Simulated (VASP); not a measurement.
Here is the system:

```xyz
2
Lattice="3.0068 0.0000 0.0000 0.0000 3.0068 0.0000 0.0000 0.0000 3.9411" Properties=species:S:1:pos:R:3 pbc="T T T"
Sn     1.5052     1.5131     1.9477
Ta    -0.0017    -0.0097     0.0229
```

These are PBE GGA, VASP's PBE PAW potentials (set 64) (plane waves; VASP) values and carry that method's errors. Settings: 300 eV cut-off, 6×6×5 Γ-centred mesh, Fermi-Dirac smearing of 0.10 eV, potentials Sn_d Ta_pv.

At this cut-off the stress carries a Pulay error, which pulls relaxed volumes low.

Task: Which forces act on the atoms, in eV/Å?

Result: 
| atom | Fx | Fy | Fz |
|---|---|---|---|
| Sn1 | -0.019 | -0.106 | 0.624 |
| Ta2 | 0.019 | 0.106 | -0.624 |

Task: Give the stress tensor in GPa (positive for a compressed cell).

Result: 
```
22.02   0.01  -0.03
 0.01  21.99  -0.15
-0.03  -0.15  20.07
```
The pressure is its mean diagonal, 21.36 GPa.

The structure was generated: TaSn was put into an ordered model structure, which need not be its known phase. The cell was not relaxed at this level, atoms are displaced from their ideal sites. The k-mesh is coarse (spacing up to 0.35 per Å, 2π included), so the numbers may not be converged in it. The electron count is odd and the run is not spin-polarised, which forces a metal.
